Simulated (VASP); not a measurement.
Level of theory: PBE GGA, VASP's PBE PAW potentials (set 64) (plane waves; VASP).

VASP input:

### POSCAR
```
PtSe2
1
    1.8169020000    -3.2251260000     0.0000000000
    1.8169020000     3.2251260000     0.0000000000
    0.0000000000     0.0000000000     4.9727720000
Pt Se
1 2
Direct
  0.0000000000   0.0000000000   0.0000000000
  0.3333330000   0.6666670000   0.2550000000
  0.6876960000   0.3543620000   0.7450000000
```

INCAR:
```
# general
SYSTEM  = PtSe2
PREC    = Accurate
ENCUT   = 300   # plane-wave cut-off (eV)
LREAL   = F
LASPH   = T

# electronic loop
EDIFF   = 1E-6
NELM    = 100   # most electronic steps
ALGO    = Normal   # blocked Davidson
LMAXMIX = 6   # l cut-off of mixed one-centre charges

# smearing
ISMEAR  = 0   # Gaussian
SIGMA   = 0.05   # width (eV)

# functional
GGA     = PE   # PBE

# ions
ISIF    = 2   # forces and stress, cell fixed

# output
LWAVE   = F
LCHARG  = F
```

**KPOINTS**
```
Automatic mesh
0
Gamma
6 6 4
0 0 0
```

POTCAR, in this order: Pt Se (PBE.64 set). Program: vasp_std.

The run wrote:

### OSZICAR
```
       N       E                     dE             d eps       ncg     rms          rms(c)
DAV:   1     0.776769334760E+02    0.77677E+02   -0.75099E+03  2440   0.812E+02
DAV:   2    -0.120502433360E+02   -0.89727E+02   -0.87929E+02  3002   0.190E+02
DAV:   3    -0.147911204202E+02   -0.27409E+01   -0.27342E+01  2686   0.364E+01
DAV:   4    -0.148086027555E+02   -0.17482E-01   -0.17480E-01  2882   0.312E+00
DAV:   5    -0.148087995043E+02   -0.19675E-03   -0.19675E-03  2728   0.312E-01    0.143E+01
DAV:   6    -0.142335879984E+02    0.57521E+00   -0.47940E+00  2308   0.217E+01    0.855E+00
DAV:   7    -0.140653832536E+02    0.16820E+00   -0.90105E-01  2308   0.101E+01    0.435E+00
DAV:   8    -0.140469129768E+02    0.18470E-01   -0.53826E-02  2441   0.183E+00    0.831E-01
DAV:   9    -0.140437727134E+02    0.31403E-02   -0.10406E-02  2532   0.110E+00    0.149E-01
DAV:  10    -0.140439615920E+02   -0.18888E-03   -0.11617E-03  2728   0.257E-01    0.483E-02
DAV:  11    -0.140439733389E+02   -0.11747E-04   -0.51593E-05  2826   0.701E-02    0.252E-02
DAV:  12    -0.140439730593E+02    0.27956E-06   -0.13303E-05  2574   0.339E-02    0.275E-03
DAV:  13    -0.140439734873E+02   -0.42798E-06   -0.91625E-07  1889   0.717E-03
   1 F= -.14043973E+02 E0= -.14043391E+02  d E =-.116426E-02
```

OUTCAR:
```
------------------------ aborting loop because EDIFF is reached ----------------------------------------
  FORCE on cell =-STRESS in cart. coord.  units (eV):
  Direction    XX          YY          ZZ          XY          YZ          ZX
  --------------------------------------------------------------------------------------
  Total        5.5785467      4.2377563      3.4098291      0.5162268      0.6266492      0.8643782
  in kB      153.3645283    116.5037286     93.7424842     14.1920272     17.2277425     23.7633488
  external PRESSURE =     121.2035803 kB  Pullay stress =       0.0000000 kB
  volume of cell :       58.28
      direct lattice vectors                 reciprocal lattice vectors
     1.816902000 -3.225126000  0.000000000     0.275193709 -0.155032703  0.000000000
     1.816902000  3.225126000  0.000000000     0.275193709  0.155032703  0.000000000
     0.000000000  0.000000000  4.972772000     0.000000000  0.000000000  0.201095083
 POSITION                                       TOTAL-FORCE (eV/Angst)
 -----------------------------------------------------------------------------------
      0.00000      0.00000      0.00000         0.726858      0.050375      0.063650
      1.81690      1.07504      1.26806         0.033468      0.155519      0.851334
      1.89332     -1.07504      3.70472        -0.760326     -0.205895     -0.914983
 -----------------------------------------------------------------------------------
    total drift:                                0.000047      0.000001     -0.000014
  FREE ENERGIE OF THE ION-ELECTRON SYSTEM (eV)
  ---------------------------------------------------
  free  energy   TOTEN  =       -14.0439734873 eV

  energy  without entropy=      -14.0428092300  energy(sigma->0) =      -14.04339136
```
(Selected blocks of OUTCAR.)

At this cut-off the stress carries a Pulay error, which pulls relaxed volumes low.

The compound is PtSe2 in the 1T layered structure. The cell was not relaxed at this level, atoms are displaced from their ideal sites. The k-mesh is coarse (spacing up to 0.33 per Å, 2π included), so the numbers may not be converged in it. The run is one of a series of settings (ENCUT = 300 against the base run), some of them coarse on purpose.
